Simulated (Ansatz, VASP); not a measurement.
# Cross-check of Hf7Ga10As10O14 (amorphous HfO2 against GaAs(110), 6.2 A) between VASP and Ansatz

Aim: how closely do two programs agree when they are given the same cell, functional and k mesh? Of the first pair: The structure shown is the start of the Ansatz relaxation below; VASP solves that cell, so the two are compared at the walk's first step.

Program: Ansatz 0.2.0. Level of theory: plane waves, with VASP 6.6.1 beside it; single point at PBE. Results are calculated unless marked as measured.

## 1. The structure

The cell holds 82 atoms: 20 Ga, 20 As, 14 Hf and 28 O. Its edges and angles: a = 11.460 Å, b = 8.103 Å, c = 17.080 Å, α = 90.0°, β = 90.0°, γ = 90.0°. It derives from GaAs (5 planes of zincblende GaAs(110)). A slab of 5 planes of zincblende GaAs(110) (starting lattice constant a = 5.73 A), 11.46 x 8.10 A in plane. 42 atoms (14 Hf, 28 O) packed at random between the slab and its periodic image at 8.5 g/cm^3 (a layer of 6.2 A) and pushed apart as soft spheres. Langevin MD at fixed cell with the MACE-MP-0b2 small potential (Batatia et al., arXiv:2401.00096), steps of 2 fs: 0.84 ps at 3200 K with the crystal held, 3200 to 600 K in 2.4 ps with the crystal held, 600 to 300 K in 1.2 ps with its inner planes held; soft walls kept the melt out of the crystal while it was held. Then all atoms and the cell's height relaxed. The structure's axis is c.

## 2. Ansatz: relaxation, PBE

Ansatz runs on its default PAW (the set named soft_2) files.

The two programs are compared at the cell with which this relaxation starts, whose forces are those of its first step.

Contents of input.yaml:

```yaml
crystal:
  lattice:
    - [11.46, 0.0, 0.0]
    - [0.0, 8.10344, 0.0]
    - [0.0, 0.0, 17.08024]
  atoms:
    - { symbol: Ga, position: [0.99598, 0.97819, 0.41434] }
    - { symbol: As, position: [0.11627, 0.95391, 0.05637] }
    - { symbol: Ga, position: [0.24574, 0.70213, 0.05168] }
    - { symbol: As, position: [0.36987, 0.71091, 0.17447] }
    - { symbol: Ga, position: [0.25437, 0.18872, 0.06662] }
    - { symbol: As, position: [0.37461, 0.2135, 0.18579] }
    - { symbol: Ga, position: [0.99667, 0.95741, 0.17438] }
    - { symbol: As, position: [0.12084, 0.96921, 0.29444] }
    - { symbol: Ga, position: [0.00201, 0.46144, 0.16758] }
    - { symbol: As, position: [0.11837, 0.47228, 0.29287] }
    - { symbol: Ga, position: [0.24308, 0.22364, 0.29898] }
    - { symbol: As, position: [0.37948, 0.2325, 0.41102] }
    - { symbol: Ga, position: [0.24698, 0.71855, 0.29419] }
    - { symbol: As, position: [0.37911, 0.72886, 0.41076] }
    - { symbol: Ga, position: [0.00221, 0.47982, 0.41695] }
    - { symbol: As, position: [0.12411, 0.43585, 0.04706] }
    - { symbol: As, position: [0.13364, 0.99794, 0.52576] }
    - { symbol: Ga, position: [0.25561, 0.74193, 0.52948] }
    - { symbol: Ga, position: [0.24968, 0.25948, 0.52476] }
    - { symbol: As, position: [0.11925, 0.50142, 0.53789] }
    - { symbol: Ga, position: [0.50432, 0.98002, 0.41552] }
    - { symbol: As, position: [0.6083, 0.95709, 0.07304] }
    - { symbol: Ga, position: [0.72067, 0.69988, 0.05331] }
    - { symbol: As, position: [0.86969, 0.70799, 0.16617] }
    - { symbol: Ga, position: [0.74218, 0.20222, 0.05912] }
    - { symbol: As, position: [0.87452, 0.21154, 0.17505] }
    - { symbol: Ga, position: [0.49428, 0.96086, 0.19058] }
    - { symbol: As, position: [0.63385, 0.96935, 0.29974] }
    - { symbol: Ga, position: [0.50207, 0.464, 0.17831] }
    - { symbol: As, position: [0.63055, 0.47099, 0.29699] }
    - { symbol: Ga, position: [0.75587, 0.22205, 0.29847] }
    - { symbol: As, position: [0.87059, 0.23073, 0.42273] }
    - { symbol: Ga, position: [0.75641, 0.71761, 0.2924] }
    - { symbol: As, position: [0.86854, 0.7256, 0.41767] }
    - { symbol: Ga, position: [0.50713, 0.47938, 0.41718] }
    - { symbol: As, position: [0.60766, 0.44286, 0.05248] }
    - { symbol: As, position: [0.60079, 0.98524, 0.54275] }
    - { symbol: Ga, position: [0.72751, 0.73758, 0.5342] }
    - { symbol: Ga, position: [0.73173, 0.23024, 0.53958] }
    - { symbol: As, position: [0.60264, 0.48031, 0.54851] }
    - { symbol: Hf, position: [0.37094, 0.5737, 0.86579] }
    - { symbol: Hf, position: [0.76522, 0.97162, 0.88212] }
    - { symbol: Hf, position: [0.00601, 0.16725, 0.93342] }
    - { symbol: Hf, position: [0.26902, 0.19827, 0.78882] }
    - { symbol: Hf, position: [0.94632, 0.99159, 0.62375] }
    - { symbol: Hf, position: [0.35281, 0.46729, 0.65481] }
    - { symbol: Hf, position: [0.09688, 0.50136, 0.79826] }
    - { symbol: Hf, position: [0.86769, 0.28099, 0.74449] }
    - { symbol: Hf, position: [0.39086, 0.85167, 0.73135] }
    - { symbol: Hf, position: [0.55137, 0.17237, 0.79197] }
    - { symbol: Hf, position: [0.44718, 0.94869, 0.94525] }
    - { symbol: Hf, position: [0.86817, 0.6781, 0.72645] }
    - { symbol: Hf, position: [0.64742, 0.61808, 0.84622] }
    - { symbol: Hf, position: [0.0856, 0.89806, 0.79287] }
    - { symbol: O, position: [0.23848, 0.98642, 0.72734] }
    - { symbol: O, position: [0.14597, 0.09267, 0.86188] }
    - { symbol: O, position: [0.73573, 0.15279, 0.795] }
    - { symbol: O, position: [0.39677, 0.05442, 0.83528] }
    - { symbol: O, position: [0.41899, 0.28536, 0.7254] }
    - { symbol: O, position: [0.20652, 0.39383, 0.71351] }
    - { symbol: O, position: [0.74431, 0.80444, 0.7918] }
    - { symbol: O, position: [0.2433, 0.40008, 0.8635] }
    - { symbol: O, position: [0.52436, 0.42697, 0.85634] }
    - { symbol: O, position: [0.49875, 0.7647, 0.8507] }
    - { symbol: O, position: [0.83009, 0.1471, 0.9681] }
    - { symbol: O, position: [0.99067, 0.10112, 0.72696] }
    - { symbol: O, position: [0.2131, 0.70791, 0.81407] }
    - { symbol: O, position: [0.35035, 0.72557, 0.96375] }
    - { symbol: O, position: [0.72905, 0.73744, 0.93748] }
    - { symbol: O, position: [0.59584, 0.05577, 0.89631] }
    - { symbol: O, position: [0.82631, 0.79684, 0.62165] }
    - { symbol: O, position: [0.9762, 0.33467, 0.84823] }
    - { symbol: O, position: [0.94289, 0.9773, 0.8706] }
    - { symbol: O, position: [0.53058, 0.98381, 0.71795] }
    - { symbol: O, position: [0.01967, 0.80854, 0.68977] }
    - { symbol: O, position: [0.83062, 0.19219, 0.63031] }
    - { symbol: O, position: [0.40989, 0.60232, 0.74799] }
    - { symbol: O, position: [0.96883, 0.47317, 0.70936] }
    - { symbol: O, position: [0.75181, 0.49012, 0.76868] }
    - { symbol: O, position: [0.35406, 0.12475, 0.98729] }
    - { symbol: O, position: [0.98364, 0.68703, 0.82191] }
    - { symbol: O, position: [0.34287, 0.72288, 0.62481] }
kpoints:
  mp_grid: { grid: [1, 1, 1] }
hamiltonian:
  xc: pbe
scf:
  occupations: { method: fermi_dirac, width: 0.025 }
output:
  forces: true
relax:
  f_tol: 0.08
  max_steps: 90
  cell: { fix: [a, b, alpha, beta, gamma] }
```

The run is started by

```
ansatz run input.yaml --threads 8 --pin off --max-ram 15872MiB --backend cpu --events-out ev --progress --plain --runs-dir out
```

Numbers of over 12 decimals in the logs are rounded to 6 here.

What it wrote:

```text
Engine: ansatz 0.2.0, aarch64-unknown-linux-gnu
Pseudopotentials: kind: paw
Pseudopotential: Ga, paw, valence charge 13, recommended cutoff 420 eV (normal), Ga.paw.azcp
Pseudopotential: As, paw, valence charge 15, recommended cutoff 420 eV (normal), As.paw.azcp
Pseudopotential: Hf, paw, valence charge 26, recommended cutoff 420 eV (normal), Hf.paw.azcp
Pseudopotential: O, paw, valence charge 6, recommended cutoff 420 eV (normal), O.paw.azcp
Functional definition: PBE
  parameter kappa = 0.804
  parameter beta = 0.066725
  exchange = pbe_x(kappa = kappa, mu = beta*pi^2/3)
  correlation = pbe_c(beta = beta)
Crystal: 82 atoms, lattice volume = 1586.164 Å³
Basis set: ecut = 420 eV, 31009 PW (Γ), exchange–correlation on 160×120×240 points (8 copies of the dense FFT grid, shifted against one another)
Bands: 656, of which v1, the nominal top of the filled ones, is band 546 counted from 1 (545 counted from 0)
Symmetry: 1 space group operations
Space group: P1 (ITA 1), of the structure as read, at distance tolerance 1.2e-4 Å
k-points: 1
Non-local potential: Ga, projectors of the file, l = 0: 2, l = 1: 2, l = 2: 3, l = 3: 1
Non-local potential: As, projectors of the file, l = 0: 2, l = 1: 2, l = 2: 3, l = 3: 1
Non-local potential: Hf, projectors of the file, l = 0: 3, l = 1: 2, l = 2: 2, l = 3: 3
Non-local potential: O, projectors of the file, l = 0: 2, l = 1: 2, l = 2: 1
PAW form: soft (Blöchl's): semilocal exchange-correlation on the pseudo side does not see the compensation charge
PAW one-centre angular grid: Ga, 590 points (default); XC on 64 Gauss nodes
PAW one-centre angular grid: As, 590 points (default); XC on 64 Gauss nodes
PAW one-centre angular grid: Hf, 590 points (default); XC on 64 Gauss nodes
PAW one-centre angular grid: O, 110 points (default); XC on 64 Gauss nodes
Initial density: superposition of atomic densities (neutral atoms: chi_scale 0, normalization atom), corrected by the library's trained network
Initial wavefunctions: pseudopotential atomic-orbital guess
Functional: x = pbe(κ = 0.804, μ = 0.219515), c = pbe(β = 0.066725)
SCF iter   1: F=—  HF=-408834.037076 eV  |F-HF|=—  |Δ(HF+E_count)|=         —  Δρ=5.30e-3  dr2=9.63e-1  ethr=1.77e-3  ⟨swp⟩=5.0  Hψ=2082  notcnv=0  defer=75
preconditioner: auto → LDOS  [insulator: Δε(μ)=0.127 eV  Ē_g=13.964 eV  σ=0.025 eV  W_gap=0.85  n_scr=438 (ndim 8)  ℏωp=26.0 eV  f_vac=0.153  D(μ)=10.85/eV (n_scr^D=40)  ε∞_Penn≈4.5  β→1.0]
SCF iter   2: F=—  HF=-408834.115104 eV  |F-HF|=—  |Δ(HF+E_count)|=   7.80e-2  Δρ=5.19e-3  dr2=1.14e0  ethr=8.81e-5  ⟨swp⟩=3.0  Hψ=1161  notcnv=0  defer=100
SCF iter   3: F=—  HF=-408834.012147 eV  |F-HF|=—  |Δ(HF+E_count)|=   1.03e-1  Δρ=4.35e-3  dr2=3.79e-1  ethr=8.81e-5  ⟨swp⟩=5.0  Hψ=1000  notcnv=0  defer=100
SCF iter   4: F=—  HF=-408833.931148 eV  |F-HF|=—  |Δ(HF+E_count)|=   8.10e-2  Δρ=8.16e-4  dr2=2.23e-2  ethr=3.47e-5  ⟨swp⟩=2.0  Hψ=1138  notcnv=0  defer=99
SCF iter   5: F=—  HF=-408833.927553 eV  |F-HF|=—  |Δ(HF+E_count)|=   3.60e-3  Δρ=3.84e-4  dr2=4.18e-3  ethr=2.04e-6  ⟨swp⟩=2.0  Hψ=956  notcnv=0  defer=99
SCF iter   6: F=—  HF=-408833.927145 eV  |F-HF|=—  |Δ(HF+E_count)|=   4.08e-4  Δρ=2.07e-4  dr2=1.57e-3  ethr=3.82e-7  ⟨swp⟩=2.0  Hψ=947  notcnv=0  defer=99
SCF iter   7: F=—  HF=-408833.927057 eV  |F-HF|=—  |Δ(HF+E_count)|=   8.80e-5  Δρ=1.24e-4  dr2=6.46e-4  ethr=1.44e-7  ⟨swp⟩=2.0  Hψ=927  notcnv=0  defer=99
SCF iter   8: F=—  HF=-408833.926951 eV  |F-HF|=—  |Δ(HF+E_count)|=   1.06e-4  Δρ=8.10e-5  dr2=2.02e-4  ethr=5.91e-8  ⟨swp⟩=2.0  Hψ=923  notcnv=0  defer=99
SCF iter   9: F=—  HF=-408833.926981 eV  |F-HF|=—  |Δ(HF+E_count)|=   3.07e-5  Δρ=5.01e-5  dr2=6.55e-5  ethr=1.85e-8  ⟨swp⟩=2.0  Hψ=923  notcnv=0  defer=99
SCF iter  10: F=—  HF=-408833.927860 eV  |F-HF|=—  |Δ(HF+E_count)|=   8.78e-4  Δρ=3.16e-5  dr2=2.46e-5  ethr=6.00e-9  ⟨swp⟩=2.0  Hψ=1022  notcnv=0  defer=99
SCF iter  11: F=—  HF=-408833.927860 eV  |F-HF|=—  |Δ(HF+E_count)|=   1.98e-8  Δρ=1.74e-5  dr2=7.64e-6  ethr=2.26e-9  ⟨swp⟩=2.0  Hψ=923  notcnv=0  defer=99
SCF iter  12: F=—  HF=-408833.927859 eV  |F-HF|=—  |Δ(HF+E_count)|=   2.22e-7  Δρ=9.26e-6  dr2=2.07e-6  ethr=6.99e-10  ⟨swp⟩=2.0  Hψ=928  notcnv=0  defer=99
SCF iter  13: F=—  HF=-408833.927859 eV  |F-HF|=—  |Δ(HF+E_count)|=   6.29e-8  Δρ=5.31e-6  dr2=6.47e-7  ethr=1.89e-10  ⟨swp⟩=2.0  Hψ=930  notcnv=0  defer=99
SCF iter  14: F=—  HF=-408833.927859 eV  |F-HF|=—  |Δ(HF+E_count)|=   3.04e-8  Δρ=3.00e-6  dr2=1.97e-7  ethr=5.92e-11  ⟨swp⟩=2.0  Hψ=945  notcnv=0  defer=99
SCF iter  15: F=-408833.927859 eV  HF=-408833.927859 eV  |F-HF|=2.29e-8  |Δ(HF+E_count)|=   1.08e-8  Δρ=1.42e-6  dr2=5.24e-8  ethr=9.16e-12  ⟨swp⟩=3.0  Hψ=1753  notcnv=0
SCF 1 converged in 15 iterations: F = -408833.927859 eV  dr2 = 5.24e-8
  greatest PAW one-centre occupation: 0.999 electrons in one spin orbital (limit 2), on the As atom at site 19 (counted from 0), in its partial waves of l = 2
[...]
atom  57  O      0.00080826    -0.00572252    -0.00929923
  atom  58  O      0.00396830     0.00423595    -0.01799430
  atom  59  O      0.00381011    -0.02309853     0.00896369
  atom  60  O      0.00395922    -0.00452264    -0.00366181
  atom  61  O     -0.00138944    -0.00198046     0.00240000
  atom  62  O     -0.00345221    -0.00579038     0.00591138
  atom  63  O      0.00829375    -0.00039305    -0.00256226
[...]
atom  70  O     -0.00861942    -0.01670781     0.00343417
  atom  71  O     -0.00226282    -0.00232257     0.00093299
  atom  72  O      0.00258093     0.00917651    -0.02657563
  atom  73  O     -0.00159321    -0.00054411    -0.01729184
  atom  74  O      0.01965142     0.01330155     0.02159037
  atom  75  O     -0.01851880     0.00406387    -0.00511351
  atom  76  O     -0.00608924    -0.00199945    -0.00809844
  atom  77  O      0.01668827     0.00015379     0.00047248
  atom  78  O      0.00921572    -0.00124279     0.00946639
  atom  79  O      0.00167249     0.00803249     0.01275048
  atom  80  O     -0.03365511     0.03411263     0.04571887
  atom  81  O     -0.02311040    -0.01192257    -0.00144829
  atom  82  O      0.00769372     0.00006346    -0.00893796
  max |Σ_I F_I| component: 3.07e-6 eV/Å
--- Stress (GPa, compression-positive) ---
       -1.802250      -0.588509       0.238257
       -0.588509       2.820820      -0.614182
        0.238257      -0.614182      -0.030851
  P = ⅓ Tr σ = 0.3292 GPa (3.292 kbar)
--- Relaxed structure (14 steps of the walk, 12 accepted, 1 SCFs on fresh bases) ---
  F+E_penalty+E_count = -408835.52602725 eV   max|allowed force component| = 5.539e-2 eV/Å   (the final SCF, on the basis selected at the relaxed cell)
  cell:  # Å, volume = 1575.3425 Å³
    - [11.46, 0, 0]
    - [0, 8.10344, 0]
    - [0, 0, 16.963715]
  atoms:
    - { symbol: Ga, position: [0.979010, 0.960824, 0.404253] }
    - { symbol: As, position: [0.100234, 0.953513, 0.045515] }
    - { symbol: Ga, position: [0.234848, 0.704942, 0.047831] }
    - { symbol: As, position: [0.358744, 0.709930, 0.170678] }
    - { symbol: Ga, position: [0.241899, 0.184390, 0.068076] }
    - { symbol: As, position: [0.366312, 0.212530, 0.184484] }
    - { symbol: Ga, position: [0.991783, 0.958385, 0.168885] }
    - { symbol: As, position: [0.113104, 0.964548, 0.289266] }
    - { symbol: Ga, position: [0.00341569, 0.454661, 0.167048] }
    - { symbol: As, position: [0.108239, 0.465773, 0.297341] }
    - { symbol: Ga, position: [0.235091, 0.220641, 0.297960] }
    - { symbol: As, position: [0.377993, 0.220722, 0.409454] }
    - { symbol: Ga, position: [0.237470, 0.710714, 0.293014] }
    - { symbol: As, position: [0.372087, 0.723581, 0.408529] }
    - { symbol: Ga, position: [-0.0089597, 0.464223, 0.423027] }
    - { symbol: As, position: [0.121085, 0.438158, 0.039973] }
    - { symbol: As, position: [0.115695, 0.981146, 0.515697] }
    - { symbol: Ga, position: [0.240878, 0.723046, 0.522125] }
    - { symbol: Ga, position: [0.219519, 0.240971, 0.499831] }
    - { symbol: As, position: [0.116731, 0.477664, 0.550544] }
    - { symbol: Ga, position: [0.503133, 0.967981, 0.415829] }
    - { symbol: As, position: [0.608189, 0.955466, 0.072763] }
    - { symbol: Ga, position: [0.724995, 0.702982, 0.064967] }
    - { symbol: As, position: [0.873657, 0.703335, 0.170846] }
    - { symbol: Ga, position: [0.736084, 0.204595, 0.064482] }
    - { symbol: As, position: [0.870641, 0.211274, 0.177180] }
    - { symbol: Ga, position: [0.486682, 0.959937, 0.188157] }
    - { symbol: As, position: [0.625891, 0.959468, 0.298338] }
    - { symbol: Ga, position: [0.491992, 0.462619, 0.166912] }
    - { symbol: As, position: [0.616739, 0.463562, 0.290293] }
    - { symbol: Ga, position: [0.743861, 0.216086, 0.296845] }
    - { symbol: As, position: [0.857471, 0.216900, 0.423478] }
    - { symbol: Ga, position: [0.748190, 0.705188, 0.292410] }
    - { symbol: As, position: [0.855721, 0.709679, 0.420981] }
    - { symbol: Ga, position: [0.499349, 0.475160, 0.416727] }
    - { symbol: As, position: [0.610065, 0.450033, 0.036455] }
    - { symbol: As, position: [0.580891, 0.981894, 0.546664] }
    - { symbol: Ga, position: [0.709029, 0.743667, 0.534367] }
    - { symbol: Ga, position: [0.712995, 0.222478, 0.539095] }
    - { symbol: As, position: [0.590043, 0.477980, 0.553474] }
    - { symbol: Hf, position: [0.411340, 0.553933, 0.877181] }
    - { symbol: Hf, position: [0.773931, 0.976837, 0.893106] }
    - { symbol: Hf, position: [0.013789, 0.182661, 0.933502] }
    - { symbol: Hf, position: [0.278495, 0.208969, 0.793645] }
    - { symbol: Hf, position: [0.938014, 0.997381, 0.618840] }
    - { symbol: Hf, position: [0.370828, 0.478794, 0.664754] }
    - { symbol: Hf, position: [0.108092, 0.527563, 0.794091] }
    - { symbol: Hf, position: [0.876797, 0.285578, 0.743062] }
    - { symbol: Hf, position: [0.367032, 0.854808, 0.723315] }
    - { symbol: Hf, position: [0.562613, 0.152946, 0.792132] }
    - { symbol: Hf, position: [0.451462, 0.945751, 0.949676] }
    - { symbol: Hf, position: [0.868921, 0.685509, 0.727445] }
    - { symbol: Hf, position: [0.682788, 0.601317, 0.870154] }
    - { symbol: Hf, position: [0.083651, 0.924962, 0.786054] }
    - { symbol: O, position: [0.236998, 1.025865, 0.716965] }
    - { symbol: O, position: [0.155463, 0.103457, 0.863684] }
    - { symbol: O, position: [0.743341, 0.149048, 0.793558] }
    - { symbol: O, position: [0.398821, 0.052880, 0.839648] }
    - { symbol: O, position: [0.433897, 0.286897, 0.727033] }
    - { symbol: O, position: [0.220034, 0.404161, 0.712540] }
    - { symbol: O, position: [0.753049, 0.796459, 0.804677] }
    - { symbol: O, position: [0.258153, 0.425329, 0.862164] }
    - { symbol: O, position: [0.550244, 0.406526, 0.855395] }
    - { symbol: O, position: [0.538236, 0.732838, 0.881960] }
    - { symbol: O, position: [0.842814, 0.155431, 0.973280] }
    - { symbol: O, position: [1.002477, 0.116866, 0.715187] }
    - { symbol: O, position: [0.213411, 0.744613, 0.793327] }
    - { symbol: O, position: [0.351004, 0.726267, 0.962572] }
    - { symbol: O, position: [0.769561, 0.747078, 0.952690] }
    - { symbol: O, position: [0.603450, 0.052484, 0.899611] }
    - { symbol: O, position: [0.817291, 0.804466, 0.623340] }
    - { symbol: O, position: [0.995302, 0.353472, 0.846601] }
    - { symbol: O, position: [0.945034, 1.009806, 0.860247] }
    - { symbol: O, position: [0.520852, 0.964265, 0.721385] }
    - { symbol: O, position: [0.015996, 0.821520, 0.683132] }
    - { symbol: O, position: [0.828024, 0.202972, 0.630195] }
    - { symbol: O, position: [0.416734, 0.616061, 0.757963] }
    - { symbol: O, position: [0.975906, 0.486178, 0.707024] }
    - { symbol: O, position: [0.768334, 0.489062, 0.773635] }
    - { symbol: O, position: [0.359497, 0.110508, 0.998813] }
    - { symbol: O, position: [0.991617, 0.708597, 0.819803] }
    - { symbol: O, position: [0.338233, 0.721718, 0.623549] }
```

[end of part 1 of 3]

[Lines on the potential files, build, host, timing and source positions are cut from VASP's logs without a mark.]

[Logs are printed without paths, hosts, clocks, repeated set-up lines and the standing remarks that a program may print on its own settings, such as how far it seeks lower states.]

[Hosts, paths, dates, database ids (printed as entryN), source tags and the programs' standing remarks are cut or masked in the printed files.]
